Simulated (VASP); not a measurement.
Computed with PBEsol GGA, VASP's PBE PAW potentials (set 64) (plane waves; VASP).

VASP ran on this input.

INCAR:
```
# general
SYSTEM   =  HfN
PREC     =  Accurate
ENCUT    =  600   # plane-wave cut-off (eV)
LREAL    =  .FALSE.
LASPH    =  .TRUE.   # aspherical one-centre terms

# electronic loop
EDIFF    =  1E-7   # SCF stop (eV)
NELM     =  100
ALGO     =  Normal   # blocked Davidson
LMAXMIX  =  6

# smearing
ISMEAR   =  1
SIGMA    =  0.1   # width (eV)

# functional
GGA      =  PS   # PBEsol

# ions
ISIF     =  2   # forces and stress, cell fixed

# output
LWAVE    =  .FALSE.
LCHARG   =  .FALSE.
```

**POSCAR**
```
HfN
3.1752420
  0.0000000000   0.7071068144   0.7071068144
  0.7071068144   0.0000000000   0.7071068144
  0.7071068144   0.7071068144   0.0000000000
Hf N
1 1
Cart
  0.0000000000   0.0000000000   0.0000000000
  0.7071068144   0.7071068144   0.7071068144
```

File KPOINTS:
```
kpoints
0
gamma
14 14 14
0 0 0
```

POTCAR, in this order: Hf_pv N (PBE.64 set). Program: vasp_std.

Unless said otherwise, spin-orbit coupling is left out, though it shifts the bands of the heavy elements here.

Task: Predict the energy per atom (σ→0), band gap (on the k-mesh).

Result: 
energy per atom (σ→0): -11.496 eV/atom
band gap (on the k-mesh): none (metal, semimetal or under 0.01 eV)

### OSZICAR
```
...
DAV:   8    -0.230001502353E+02    0.15219E-01   -0.10554E-01  2702   0.323E+00    0.554E+00
DAV:   9    -0.229918032317E+02    0.83470E-02   -0.44885E-02  2717   0.158E+00    0.173E+00
DAV:  10    -0.229913543701E+02    0.44886E-03   -0.19732E-03  2716   0.416E-01    0.243E-01
DAV:  11    -0.229913579069E+02   -0.35368E-05   -0.16871E-04  2877   0.124E-01    0.349E-02
DAV:  12    -0.229913554337E+02    0.24733E-05   -0.12436E-05  2738   0.344E-02    0.369E-02
DAV:  13    -0.229913551482E+02    0.28544E-06   -0.75173E-07  2679   0.950E-03    0.140E-03
DAV:  14    -0.229913551575E+02   -0.93089E-08   -0.16692E-08  1477   0.155E-03
   1 F= -.22991355E+02 E0= -.22991163E+02  d E =-.576337E-03
```

The compound is HfN in the rock salt structure. It was relaxed first. The electron count is odd and the run is not spin-polarised, which forces a metal.
